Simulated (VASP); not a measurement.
Data:

```yaml
crystal:
  lattice:
    - [2.92867, 0.00000, 0.00000]
    - [0.00000, 2.92867, 0.00000]
    - [0.00000, 0.00000, 2.92867]
  atoms:
    - { symbol: Ga, position: [0.50000, 0.50000, 0.50000] }
    - { symbol: Co, position: [0.00000, 0.00000, 0.00000] }
```

Method: PBEsol GGA, VASP's PBE PAW potentials (set 64) (plane waves; VASP). Settings: 300 eV cut-off, 11×11×11 Γ-centred mesh, Gaussian smearing of 0.20 eV, potentials Ga_d Co.

Give the energies of bands 6 to 14 at the high-symmetry points, in eV from the Fermi level.

```tsv
band	Γ	X	M	R
6	-11.64	-7.72	-5.79	-3.78
7	-2.34	-6.54	-2.92	-3.78
8	-2.34	-2.11	-2.92	-3.78
9	-0.63	-1.57	-2.29	-0.17
10	-0.63	-1.57	-1.09	-0.17
11	-0.63	-0.62	-1.09	0.34
12	5.03	0.12	-0.20	3.78
13	5.03	10.17	2.06	3.78
14	5.03	10.17	2.96	3.78
```

It has no gap at this level: it comes out as a metal or semimetal.

The structure is a typed CoGa crystal (Pm-3m). The cell was not relaxed at this level. The run is not spin-polarised, so no magnetic state was tried.
